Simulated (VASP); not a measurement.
Calculation: PBEsol GGA, VASP's PBE PAW potentials (set 64) (plane waves; VASP).

The input files of a VASP run:

### KPOINTS
```
Automatic mesh
0
Gamma
9 9 9
```

**INCAR**
```
ALGO=Normal
EDIFF=1E-7
ENCUT=400
GGA=PS
ISIF=2
ISMEAR=-5
LASPH=.TRUE.
LCHARG=.TRUE.
LMAXMIX=4
LORBIT=11
LREAL=.FALSE.
LWAVE=.FALSE.
NEDOS=601
NELM=100
PREC=Accurate
SYSTEM=InP
```

POSCAR:
```
InP
2.938240
  0.0000000000   0.9999999335   0.9999999335
  0.9999999335   0.0000000000   0.9999999335
  0.9999999335   0.9999999335   0.0000000000
In P
1 1
Cart
  0.0000000000   0.0000000000   0.0000000000
  0.4999999667   0.4999999667   0.4999999667
```

POTCAR, in this order: In_d P (PBE.64 set). Program: vasp_std.

Unless said otherwise, spin-orbit coupling is left out, though it shifts the bands of the heavy elements here.

Problem. Predict the energy per atom (σ→0), band gap (on the k-mesh).

Solution. 
The energy per atom (σ→0) is -4.578 eV/atom and the band gap (on the k-mesh) is 0.57 eV.

### OSZICAR
```
...
DAV:   8    -0.915569401632E+01    0.27672E-02   -0.15679E-02  1196   0.180E+00    0.357E-01
DAV:   9    -0.915587065613E+01   -0.17664E-03   -0.17313E-03  1158   0.644E-01    0.172E-01
DAV:  10    -0.915589242898E+01   -0.21773E-04   -0.17970E-04  1226   0.115E-01    0.117E-01
DAV:  11    -0.915591261605E+01   -0.20187E-04   -0.23828E-05  1053   0.524E-02    0.226E-02
DAV:  12    -0.915591392864E+01   -0.13126E-05   -0.14709E-05  1179   0.807E-02    0.162E-02
DAV:  13    -0.915591395606E+01   -0.27416E-07   -0.10262E-06  1058   0.987E-03    0.133E-02
DAV:  14    -0.915591404323E+01   -0.87176E-07   -0.35732E-07  1025   0.674E-03
   1 F= -.91559140E+01 E0= -.91559140E+01  d E =0.000000E+00
```

The structure was generated: InP was put into the zinc blende type (F-43m), which need not be its known phase. It was relaxed first, which changed the volume by +7 %.
